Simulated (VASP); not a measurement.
Input:

```
Pb
1.0
    0.00000     2.47500     2.47500
    2.47500     0.00000     2.47500
    2.47500     2.47500     0.00000
Pb
1
Direct
  0.00000   0.00000   0.00000
```

Level of theory: TPSS meta-GGA, VASP's PBE PAW potentials (set 64) (plane waves; VASP). Run with 520 eV cut-off, 11×11×11 Γ-centred mesh, first-order Methfessel-Paxton smearing of 0.10 eV, potentials Pb_d.

Q: The ions, cell shape and volume are relaxed. Predict the relaxed structure.

A: 
```
Pb
1.0
    0.00000     2.48557     2.48557
    2.48557     0.00000     2.48557
    2.48557     2.48557     0.00000
Pb
1
Cartesian
  0.00000   0.00000   0.00000
```
Space group Fm-3m (225), at a tolerance of 0.03 Å.

Q: How do energy and volume change from the first to the last step?

A: The energy (σ→0) changes by -1.1 meV/atom and the volume by +1.3 %, in 4 ionic steps.

```csv
step,E(σ→0) (eV),max force (eV/Å),pressure (GPa),volume (Å³)
1,-3.0045,0.000,0.82,30.32
2,-3.0055,0.000,-0.31,31.01
3,-3.0057,0.000,-0.19,30.81
4,-3.0056,0.000,0.04,30.71
```

The compound is Pb in the fcc structure. This run relaxes it. Symmetry was kept, so distortions that lower it aren't found.
